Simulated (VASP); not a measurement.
Consider the following.

```
CaSr
1.0
    4.48836     0.00000     0.00000
    0.00000     4.48836     0.00000
    0.00000     0.00000     4.48836
Ca Sr
1 1
Cartesian
  0.00000   0.00000   0.00000
  2.24418   2.24418   2.24418
```

All values below come from PBE GGA, VASP's PBE PAW potentials (set 64) (plane waves; VASP). Numerical set-up: 300 eV cut-off, 10×10×10 Γ-centred mesh, Gaussian smearing of 0.10 eV, potentials Ca_sv Sr_sv.

At this cut-off the stress carries a Pulay error, which pulls relaxed volumes low. Energy and stress use the plane-wave basis of the starting cell.

The ions, cell shape and volume are relaxed. What does this cell relax into?

```
CaSr
1.0
    4.55952     0.00000     0.00000
    0.00000     4.55952     0.00000
    0.00000     0.00000     4.55952
Ca Sr
1 1
Direct
  0.00000   0.00000   0.00000
  0.50000   0.50000   0.50000
```
Space group Pm-3m (221), at a tolerance of 0.03 Å.

How do energy and volume change from the first to the last step?

The energy (σ→0) changes by -3.9 meV/atom and the volume by +4.8 %, in 3 ionic steps.

The structure was generated: SrCa was put into an ordered model structure, which need not be its known phase. This run relaxes it. Symmetry was kept, so distortions that lower it aren't found. The run is one of a series of settings (EDIFFG = -0.01, IBRION = 2, ISIF = 3, NSW = 50 against the base run), some of them coarse on purpose.
